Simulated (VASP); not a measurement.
Given:

```
CELL_PARAMETERS angstrom
     10.93707     0.00000     0.00000
      0.00000    10.93707     0.00000
      0.00000     0.00000    10.93707
ATOMIC_POSITIONS crystal
  Si 0.50000 0.00000 0.00000
  Si 0.62500 0.12500 0.12500
  Si 0.75000 0.25000 0.00000
  Si 0.87500 0.37500 0.12500
  Si 0.75000 0.00000 0.25000
  Si 0.87500 0.12500 0.37500
  Si 0.00000 0.00000 0.00000
  Si 0.12500 0.12500 0.12500
  Si 0.25000 0.25000 0.00000
  Si 0.37500 0.37500 0.12500
  Si 0.50000 0.50000 0.00000
  Si 0.62500 0.62500 0.12500
  Si 0.75000 0.75000 0.00000
  Si 0.87500 0.87500 0.12500
  Si 0.25000 0.00000 0.25000
  Si 0.37500 0.12500 0.37500
  Si 0.50289 0.25043 0.25249
  Si 0.74986 0.49567 0.24619
  Si 0.87500 0.62500 0.37500
  Si 0.50000 0.00000 0.50000
  Si 0.62500 0.12500 0.62500
  Si 0.75380 0.25299 0.49626
  Si 0.87500 0.37500 0.62500
  Si 0.75000 0.00000 0.75000
  Si 0.87500 0.12500 0.87500
  Si 0.00000 0.50000 0.00000
  Si 0.12500 0.62500 0.12500
  Si 0.25000 0.75000 0.00000
  Si 0.37500 0.87500 0.12500
  Si 0.00000 0.25000 0.25000
  Si 0.12500 0.37500 0.37500
  Si 0.25000 0.50000 0.25000
  Si 0.37500 0.62500 0.37500
  Si 0.50000 0.75000 0.25000
  Si 0.62500 0.87500 0.37500
  Si 0.00000 0.00000 0.50000
  Si 0.12500 0.12500 0.62500
  Si 0.25000 0.25000 0.50000
  Si 0.37500 0.37500 0.62500
  Si 0.62500 0.62500 0.62500
  Si 0.75000 0.75000 0.50000
  Si 0.87500 0.87500 0.62500
  Si 0.25000 0.00000 0.75000
  Si 0.37500 0.12500 0.87500
  Si 0.50000 0.25000 0.75000
  Si 0.62500 0.37500 0.87500
  Si 0.75000 0.50000 0.75000
  Si 0.87500 0.62500 0.87500
  Si 0.00000 0.75000 0.25000
  Si 0.12500 0.87500 0.37500
  Si 0.00000 0.50000 0.50000
  Si 0.12500 0.62500 0.62500
  Si 0.25000 0.75000 0.50000
  Si 0.37500 0.87500 0.62500
  Si 0.00000 0.25000 0.75000
  Si 0.12500 0.37500 0.87500
  Si 0.25000 0.50000 0.75000
  Si 0.37500 0.62500 0.87500
  Si 0.50000 0.75000 0.75000
  Si 0.62500 0.87500 0.87500
  Si 0.00000 0.75000 0.75000
  Si 0.12500 0.87500 0.87500
  B  0.50428 0.50248 0.50238
```
Cell charge +1.

Level of theory: PBE GGA, VASP's PBE PAW potentials (set 64) (plane waves; VASP). Run with PREC = Normal, LREAL = Auto, ISYM = 0, NELECT = 250.0, EDIFF = 1E-5, 400 eV cut-off, 1×1×1 Γ-centred mesh, Gaussian smearing of 0.050 eV, potentials Si B. Starting moments (MAGMOM): 63*0.0317. The cell's moment is fixed (NUPDOWN = 2).

The cell is charged, with a uniform compensating background. The supercell is sampled at Γ alone, which is coarse: total energies, pressure and levels can be off, energies of defects by several tenths of an eV.

Problem. The ions are relaxed. Predict the relaxed structure.

Solution. 
```
CELL_PARAMETERS angstrom
     10.93707     0.00000     0.00000
      0.00000    10.93707     0.00000
      0.00000     0.00000    10.93707
ATOMIC_POSITIONS crystal
  Si 0.50031 0.99872 0.99876
  Si 0.62549 0.12440 0.12412
  Si 0.75016 0.24859 0.99870
  Si 0.87596 0.37351 0.12447
  Si 0.74997 0.99956 0.24965
  Si 0.87611 0.12475 0.37457
  Si 0.00026 0.99935 0.99950
  Si 0.12629 0.12444 0.12437
  Si 0.25088 0.25007 0.99970
  Si 0.37596 0.37474 0.12593
  Si 0.49982 0.49878 0.99926
  Si 0.62372 0.62133 0.12813
  Si 0.75023 0.74813 0.00092
  Si 0.87504 0.87472 0.12540
  Si 0.25160 0.00043 0.25028
  Si 0.37763 0.12763 0.37488
  Si 0.50246 0.25023 0.24755
  Si 0.75270 0.49744 0.24850
  Si 0.87279 0.62212 0.37647
  Si 0.50083 0.99993 0.49858
  Si 0.62495 0.12846 0.62145
  Si 0.75331 0.25074 0.49744
  Si 0.87435 0.37506 0.62413
  Si 0.74986 0.00072 0.74801
  Si 0.87557 0.12481 0.87417
  Si 0.00116 0.50066 0.99882
  Si 0.12695 0.62414 0.12723
  Si 0.25015 0.75019 0.00092
  Si 0.37662 0.87368 0.12731
  Si 0.00141 0.24838 0.24905
  Si 0.12608 0.37532 0.37501
  Si 0.25439 0.49998 0.25397
  Si 0.38542 0.61462 0.38879
  Si 0.49941 0.74509 0.25446
  Si 0.62577 0.87442 0.37486
  Si 0.00118 0.99869 0.49998
  Si 0.12697 0.12710 0.62391
  Si 0.25453 0.25388 0.50003
  Si 0.38514 0.38883 0.61513
  Si 0.61154 0.61452 0.61485
  Si 0.74522 0.74514 0.50043
  Si 0.87289 0.87368 0.62364
  Si 0.25023 0.00092 0.74989
  Si 0.37658 0.12715 0.87341
  Si 0.49972 0.25401 0.74507
  Si 0.62568 0.37527 0.87430
  Si 0.74571 0.50006 0.74545
  Si 0.87302 0.62407 0.87342
  Si 0.99932 0.74834 0.24978
  Si 0.12635 0.87319 0.37495
  Si 0.00089 0.49930 0.50015
  Si 0.12518 0.62623 0.62564
  Si 0.25215 0.74849 0.50063
  Si 0.37533 0.87615 0.62537
  Si 0.00027 0.24993 0.74916
  Si 0.12634 0.37468 0.87372
  Si 0.25155 0.50123 0.74857
  Si 0.37505 0.62612 0.87550
  Si 0.49965 0.74826 0.74789
  Si 0.62500 0.87321 0.87363
  Si 0.99897 0.75026 0.74984
  Si 0.12522 0.87528 0.87508
  B  0.47256 0.52744 0.52755
```
Cell charge +1. The cell ends with 2.00 μB, on the first 30 sites 0.01 0.01 0.01 0.01 0.01 0.01 0.01 0.01 0.01 0.01 0.01 0.01 0.01 0.01 0.01 0.01 0.16 0.02 0.01 0.01 0.01 0.11 0.01 0.01 0.01 0.00 0.01 0.01 0.01 0.01 μB.

Problem. How much energy does the relaxation gain?

Solution. The energy (σ→0) changes by -25.5 meV/atom, in 16 ionic steps.

The cell is a supercell with a defect, built from Si (diamond): B_Si-vac_Si, charge +1.
